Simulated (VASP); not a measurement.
Data:

```yaml
crystal:
  lattice:
    - [0.00000, 2.75262, 2.75262]
    - [2.75262, 0.00000, 2.75262]
    - [2.75262, 2.75262, 0.00000]
  atoms:
    - { symbol: Si, position: [0.00000, 0.00000, 0.00000] }
    - { symbol: Si, position: [0.25000, 0.25000, 0.25000] }
```

Calculation: TPSS meta-GGA, VASP's PBE PAW potentials (set 64) (plane waves; VASP). Numerical set-up: 520 eV cut-off, 8×8×8 Γ-centred mesh, Gaussian smearing of 0.050 eV, potentials Si.

Task: Estimate the energy per atom (σ→0), pressure.

Result: 
```
Quantity                        Value
---------------------  --------------
energy per atom (σ→0)  -9.815 eV/atom
pressure                   -25.6 kbar
```

Total energies compare only between runs with the same potentials, cut-off and functional.

The compound is Si in the diamond structure. This cell is one point of a volume scan, at 1.03 of the reference volume.
